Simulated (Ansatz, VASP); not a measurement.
# Cross-check of Al6Ge8O25 between VASP and Ansatz, part 2 of 2

Wanted: the spread between two codes on one cell, functional and k mesh. Of the first pair: The structure shown is frame 34 of Ansatz's trajectory.

VASP 6.6.1 and Ansatz 0.2.0.

So far. Step 3 (VASP: single point, LDA, pair 1): The run ends at a pressure of -4.56 GPa, with forces up to 4.0 eV/Å.

## Step 6: VASP: single point, LDA, pair 2

Level of this step: LDA; plane waves and PAW (Ge_d, Al, O) (VASP).

The same cell, functional (in two slightly different forms) and mesh now go to VASP, with its own data sets.

The input, INCAR:

```
SYSTEM = Al6Ge8O25
PREC = Accurate
ENCUT = 520
EDIFF = 1E-06
NELM = 120
ISMEAR = 0
SIGMA = 0.01
LREAL = Auto
ALGO = Normal
GGA = PW92
NBANDS = 512
LORBIT = 11
LWAVE = .FALSE.
LCHARG = .FALSE.
ISIF = 2
LASPH = .TRUE.
GGA_COMPAT = .FALSE.
EFERMI = MIDGAP
NCORE = 4
```

The input, POSCAR:

```
Al6Ge8O25
1.0
   11.7522500000      0.0000000000      0.0000000000
    0.0000000000     11.7522500000      0.0000000000
    0.0000000000      0.0000000000     11.7522500000
Ge Al O
24 18 75
Direct
    0.3729243336      0.3591397392      0.5221468229
    0.0615626795      0.2620774745      0.3480780276
    0.3087153524      0.9273032824      0.7512178519
    0.3391861133      0.2069305878      0.7448105682
    0.5466017146      0.6727222447      0.6984279606
    0.2641536727      0.8073517837      0.5158246293
    0.6567423259      0.9191176158      0.7173179604
    0.8904762918      0.1828075475      0.1335233679
    0.6239741326      0.5076815078      0.4987555574
    0.9267757238      0.9004828863      0.1762471016
    0.6517730647      0.1713969665      0.2831798166
    0.4520410985      0.5430534578      0.1026526835
    0.2629624115      0.5834201961      0.6566146908
    0.6519687719      0.7122551001      0.3353400413
    0.2314110064      0.5717968900      0.9386202642
    0.9649556468      0.1139951924      0.6263311281
    0.7016869110      0.7624242166      0.0734497649
    0.9430874939      0.5352506967      0.7042396137
    0.9141483546      0.6576442809      0.4441447382
    0.5917590249      0.3068774065      0.7801569912
    0.8850475441      0.9569827054      0.8574613372
    0.6449318216      0.5418707056      0.9167436023
    0.6853836499      0.1526260929      0.5735497458
    0.0163713331      0.9076815078      0.4296964411
    0.4807760216      0.0899657512      0.1138079942
    0.0878725350      0.3249675594      0.7129443298
    0.4995894403      0.9560467145      0.3409730052
    0.3694016039      0.7406071178      0.2663404880
    0.8575974813      0.3205173477      0.8718160352
    0.5165053500      0.9346210300      0.9332680976
[... 81 atom lines left out ...]
    0.7288902125      0.4073177477      0.4781297198
    0.4513518688      0.6335978217      0.2149120381
    0.5732349125      0.8155034142      0.6693611862
    0.3669084643      0.5910272501      0.9837307750
    0.3671892616      0.4204386394      0.1676274756
    0.0780786658      0.4628305218      0.6526665107
```

The input, KPOINTS:

```
Automatic mesh
0
Gamma
1 1 1
0 0 0
```

PAW data sets: Ge_d, Al and O (LDA family, release 64).

Command:

```
> mpirun -np 16 vasp_gam
```

Numbers of over 12 decimals in the logs are rounded to 6 here.

Output:

```text
[banner, memory and clock lines left out]
running   16 mpi-ranks, on    1 nodes
[...]
[... a notice as in an earlier step ...]

 LDA part: xc-table for (Slater(with rela. corr.)+PW92), standard interpolation
 POSCAR, INCAR and KPOINTS ok, starting setup
[...]
entering main loop
       N       E                     dE             d eps       ncg     rms          rms(c)
DAV:   1     0.264760887577E+05    0.26476E+05   -0.26890E+05  1288   0.377E+03
DAV:   2     0.527737427767E+04   -0.21199E+05   -0.20136E+05  1040   0.105E+03
DAV:   3    -0.252502455485E+03   -0.55299E+04   -0.51559E+04  1144   0.366E+02
DAV:   4    -0.958907482949E+03   -0.70641E+03   -0.69118E+03  1200   0.150E+02
[...]
DAV:  17    -0.860617073755E+03   -0.79416E-05   -0.18792E-04  1432   0.447E-02    0.144E-02
DAV:  18    -0.860617072516E+03    0.12384E-05   -0.31798E-05  1440   0.208E-02    0.884E-03
DAV:  19    -0.860617071656E+03    0.86008E-06   -0.90831E-06  1328   0.166E-02
   1 F= -.86061707E+03 E0= -.86061707E+03  d E =0.000000E+00
```

Parts of OUTCAR (step 6):

```text
  FREE ENERGIE OF THE ION-ELECTRON SYSTEM (eV)
  ---------------------------------------------------
  free  energy   TOTEN  =      -860.6170716563 eV

  energy  without entropy=     -860.6170716563  energy(sigma->0) =     -860.61707166

[... 1 part as in an earlier step ...]

[... 1 further part left out ...]
[key lines of the parts left out:]
E-fermi :   2.6113
```

The run ends at a pressure of -3.20 GPa, with forces up to 3.8 eV/Å.

## Step 7: Differences

Forces on 10 of the 117 atoms, those with the largest forces and the largest differences (eV/Å; atoms numbered as in POSCAR):

| atom | Ansatz x, y, z | VASP x, y, z |
| --- | --- | --- |
| Ge1 | 1.473, 2.602, 1.451 | 1.453, 2.650, 1.494 |
| Ge11 | -2.763, 1.351, 0.891 | -2.742, 1.354, 0.909 |
| Ge18 | 2.517, -2.456, -1.335 | 2.530, -2.436, -1.345 |
| Ge20 | 0.598, -2.953, -0.415 | 0.636, -2.992, -0.425 |
| Al37 | 3.194, 0.273, 1.204 | 3.276, 0.195, 1.275 |
| O72 | -0.596, 0.821, -1.527 | -0.609, 0.921, -1.675 |
| O77 | -0.307, -0.076, -1.300 | -0.331, -0.102, -1.430 |
| O78 | -0.656, 0.021, 1.279 | -0.643, 0.089, 1.431 |
| O84 | -1.599, -2.146, 1.438 | -1.691, -2.183, 1.454 |
| O88 | 0.808, -2.488, -1.494 | 0.803, -2.584, -1.532 |

The forces differ by 45 meV/Å r.m.s., which is 4.4 % of the r.m.s. force of 1.011 eV/Å (both taken over all components).

## Step 8: Ansatz: dynamics, LDA

One frame of this run of dynamics is then solved in both programs, so the motion causes no difference.

The structure compared here is frame 102 of Ansatz's trajectory.

The input, input.yaml:

```yaml
crystal:
  lattice:
    - [11.75225, 0.0, 0.0]
    - [0.0, 11.75225, 0.0]
    - [0.0, 0.0, 11.75225]
  atoms:
    - { symbol: Ge, position: [0.36902, 0.35407, 0.51785] }
    - { symbol: Ge, position: [0.06504, 0.27237, 0.34527] }
    - { symbol: Ge, position: [0.30016, 0.91776, 0.75755] }
    - { symbol: Ge, position: [0.32589, 0.20748, 0.75913] }
    - { symbol: Ge, position: [0.54467, 0.6708, 0.7107] }
    - { symbol: Ge, position: [0.26086, 0.79986, 0.51054] }
    - { symbol: Ge, position: [0.65656, 0.92307, 0.71979] }
    - { symbol: Ge, position: [0.90302, 0.16325, 0.13207] }
    - { symbol: Ge, position: [0.62281, 0.49663, 0.50228] }
    - { symbol: Ge, position: [0.94775, 0.90395, 0.16216] }
    - { symbol: Ge, position: [0.64847, 0.1763, 0.2738] }
    - { symbol: Ge, position: [0.44441, 0.53794, 0.10721] }
    - { symbol: Ge, position: [0.26492, 0.57655, 0.65421] }
    - { symbol: Ge, position: [0.651, 0.71986, 0.3436] }
    - { symbol: Ge, position: [0.21685, 0.56277, 0.93746] }
    - { symbol: Ge, position: [0.95484, 0.1184, 0.63379] }
    - { symbol: Ge, position: [0.70782, 0.78093, 0.06745] }
    - { symbol: Ge, position: [0.94181, 0.52555, 0.70026] }
    - { symbol: Ge, position: [0.92018, 0.663, 0.4461] }
    - { symbol: Ge, position: [0.5974, 0.28895, 0.77799] }
    - { symbol: Ge, position: [0.87829, 0.95548, 0.85619] }
    - { symbol: Ge, position: [0.64424, 0.52057, 0.91579] }
    - { symbol: Ge, position: [0.69701, 0.14947, 0.55832] }
    - { symbol: Ge, position: [0.02388, 0.92907, 0.42965] }
    - { symbol: Al, position: [0.46712, 0.09576, 0.12007] }
    - { symbol: Al, position: [0.1027, 0.33672, 0.72248] }
    - { symbol: Al, position: [0.49896, 0.9618, 0.33326] }
    - { symbol: Al, position: [0.37691, 0.74524, 0.26202] }
    - { symbol: Al, position: [0.85449, 0.32344, 0.88394] }
    - { symbol: Al, position: [0.49853, 0.94425, 0.93797] }
[... 81 atom lines left out ...]
    - { symbol: O, position: [0.74976, 0.42796, 0.498] }
    - { symbol: O, position: [0.42533, 0.62094, 0.22239] }
    - { symbol: O, position: [0.5796, 0.80682, 0.67989] }
    - { symbol: O, position: [0.34506, 0.57382, 0.00375] }
    - { symbol: O, position: [0.36432, 0.41925, 0.16639] }
    - { symbol: O, position: [0.07143, 0.46981, 0.67099] }
kpoints:
  mp_grid: { grid: [1, 1, 1] }
hamiltonian:
  xc: lda
scf:
  occupations: { method: fixed }
output:
  forces: true
md:
  timestep: 1.0
  n_steps: 102
  ensemble: nvt_nose_hoover
  temperature: 400
  initial_velocities: maxwell_boltzmann
  seed: 4798
```

Command:

```
> ansatz run input.yaml --threads 4 --pin off --max-ram 8192MiB --backend cpu --events-out ev --progress --plain --runs-dir out
```

Output:

```text
[...]
Crystal: 117 atoms, lattice volume = 1623.166 Å³
Basis set: ecut = 420 eV, 31559 PW (Γ)
Bands: 537, of which v1, the nominal top of the filled ones, is band 420 counted from 1 (419 counted from 0)
Symmetry: 1 space group operations
k-points: 1
[...]
atom   8  Ge    -1.15851523    -0.40660146     1.31618332
[...]
atom 114  O      0.87060831    -0.65208019     1.04854376
  atom 115  O      1.39548954    -0.12705345     1.17316446
  atom 116  O     -0.02431400    -1.18624632     0.57504966
  atom 117  O      0.33789857    -0.75830510    -0.96694161
  max |Σ_I F_I| component: 2.61e-4 eV/Å
--- MD trajectory: 102 steps, t = 0.0 → 102.0 fs ---
[...]
conserved energy: peak-to-peak 5.449e-3 eV (4.657e-5 eV/atom) over 102.0 fs
[key lines of the parts left out:]
SCF converged after 9 iterations
Free energy (F): -152096.183573 eV
Fermi energy:    3.469538 eV
```

## Step 9: VASP: single point, LDA, pair 3

The same cell, functional (in two slightly different forms) and mesh now go to VASP, with its own data sets.

INCAR is that of step 6.

The input, POSCAR:

```
Al6Ge8O25
1.0
   11.7522500000      0.0000000000      0.0000000000
    0.0000000000     11.7522500000      0.0000000000
    0.0000000000      0.0000000000     11.7522500000
Ge Al O
24 18 75
Direct
    0.3855942479      0.3686272841      0.5234827373
    0.0504839499      0.2643919250      0.3489374375
    0.3142376992      0.9281286562      0.7570890681
    0.3378161629      0.2053904571      0.7378331809
    0.5454700164      0.6692080240      0.6956965687
    0.2650215916      0.8145929503      0.5152970708
    0.6661958348      0.9103703546      0.7188410730
    0.8890297603      0.1717458359      0.1267246697
    0.6194388309      0.5031887511      0.5062349763
    0.9163436789      0.9024399583      0.1809866196
    0.6447105873      0.1686996107      0.2923355102
    0.4486289859      0.5434448723      0.1035971835
    0.2767214789      0.5889595609      0.6535344296
    0.6547597269      0.7165946946      0.3402922845
    0.2324576145      0.5798464124      0.9364334489
    0.9578676424      0.1051117871      0.6224595290
    0.6979004021      0.7611819013      0.0748367334
    0.9472058542      0.5322725436      0.6970069561
    0.9024229403      0.6496713395      0.4393626752
    0.5926779978      0.3042055777      0.7792635453
    0.8880342062      0.9621987279      0.8470292923
    0.6457061414      0.5384415750      0.9085834627
    0.6835712310      0.1580718586      0.5740432683
    0.0134101980      0.8983641430      0.4403752473
    0.4805377694      0.0931991746      0.1232444851
    0.0814482333      0.3268905954      0.7072773299
    0.4879406071      0.9432406560      0.3367099917
    0.3680912166      0.7486055862      0.2678040375
    0.8565083282      0.3259120594      0.8730158055
    0.5087706609      0.9351826246      0.9355144760
[... 81 atom lines left out ...]
    0.7346167755      0.4093343828      0.4813801612
    0.4391074050      0.6355719118      0.2181369525
    0.5673551873      0.8187708737      0.6546916548
    0.3667382842      0.5932481014      0.9844114957
    0.3691548427      0.4293816078      0.1628624306
    0.0774149631      0.4719266523      0.6720840690
```

KPOINTS is that of step 6.

Command:

```
> mpirun -np 16 vasp_gam
```

Output:

```text
[... set-up lines as in an earlier step ...]
 entering main loop
       N       E                     dE             d eps       ncg     rms          rms(c)
DAV:   1     0.266351966705E+05    0.26635E+05   -0.26917E+05  1272   0.377E+03
DAV:   2     0.518550223857E+04   -0.21450E+05   -0.20406E+05  1048   0.104E+03
DAV:   3    -0.253855980118E+03   -0.54394E+04   -0.50653E+04  1128   0.365E+02
DAV:   4    -0.960212189923E+03   -0.70636E+03   -0.69167E+03  1208   0.148E+02
[...]
DAV:  18    -0.860989679851E+03    0.14500E-05   -0.50493E-05  1400   0.229E-02    0.752E-03
DAV:  19    -0.860989680154E+03   -0.30294E-06   -0.15492E-05  1408   0.119E-02    0.490E-03
DAV:  20    -0.860989679556E+03    0.59731E-06   -0.15433E-06   816   0.983E-03
   1 F= -.86098968E+03 E0= -.86098968E+03  d E =0.000000E+00
```

OUTCAR, selected parts (step 9):

```text
  FREE ENERGIE OF THE ION-ELECTRON SYSTEM (eV)
  ---------------------------------------------------
  free  energy   TOTEN  =      -860.9896795564 eV

  energy  without entropy=     -860.9896795564  energy(sigma->0) =     -860.98967956

[... 1 part as in an earlier step ...]

[... 1 further part left out ...]
[key lines of the parts left out:]
E-fermi :   2.3484
```

The run ends at a pressure of -3.27 GPa, with forces up to 4.5 eV/Å.

## Step 10: Side by side

Forces on 10 of the 117 atoms, those with the largest forces and the largest differences (eV/Å; atoms numbered as in POSCAR):

| atom | Ansatz x, y, z | VASP x, y, z |
| --- | --- | --- |
| Ge1 | -3.020, 0.627, -0.582 | -3.088, 0.647, -0.562 |
| Ge4 | 0.811, 3.410, -0.337 | 0.805, 3.445, -0.350 |
| Ge5 | 4.032, 1.254, 1.289 | 4.043, 1.296, 1.311 |
| Ge9 | 4.027, 1.475, -1.126 | 4.072, 1.468, -1.151 |
| Ge19 | 0.803, 0.897, 2.758 | 0.820, 0.890, 2.841 |
| Ge23 | 1.006, -2.384, -1.518 | 1.029, -2.420, -1.574 |
| O69 | 1.292, -1.409, 0.855 | 1.414, -1.455, 0.905 |
| O72 | 0.201, -0.087, 0.147 | 0.175, -0.011, 0.038 |
| O81 | -0.962, 0.293, -0.355 | -1.054, 0.373, -0.423 |
| O104 | -2.850, -0.165, -0.767 | -2.916, -0.169, -0.785 |

The forces differ by 45 meV/Å r.m.s., which is 4.6 % of the r.m.s. force of 0.977 eV/Å (both taken over all components).

## Step 11: Outcome

| Property | Result |
| --- | --- |
| r.m.s. force difference (single point, LDA, pair 1) | 4.6 % of the r.m.s. force |
| r.m.s. force difference (single point, LDA, pair 2) | 4.4 % of the r.m.s. force |
| r.m.s. force difference (single point, LDA, pair 3) | 4.6 % of the r.m.s. force |

What this shows: The r.m.s. force difference is 4.6 % of the r.m.s. force (single point, LDA, pair 1), beyond the 3 % picked in this series as the mark of a large difference. What causes the difference of the single point, LDA, pair 1 pair stays open here. What causes the difference of the single point, LDA, pair 2 pair stays open here. What causes the difference of the single point, LDA, pair 3 pair stays open here. How closely two codes agree says nothing of how well the functional describes the real material.

[Lines on the potential files, build, host, timing and source positions are cut from VASP's logs without a mark.]

[Logs are printed without paths, hosts, clocks, repeated set-up lines and the standing remarks that a program may print on its own settings, such as how far it seeks lower states.]

[Hosts, paths, dates, database ids (printed as entryN), source tags and the programs' standing remarks are cut or masked in the printed files.]
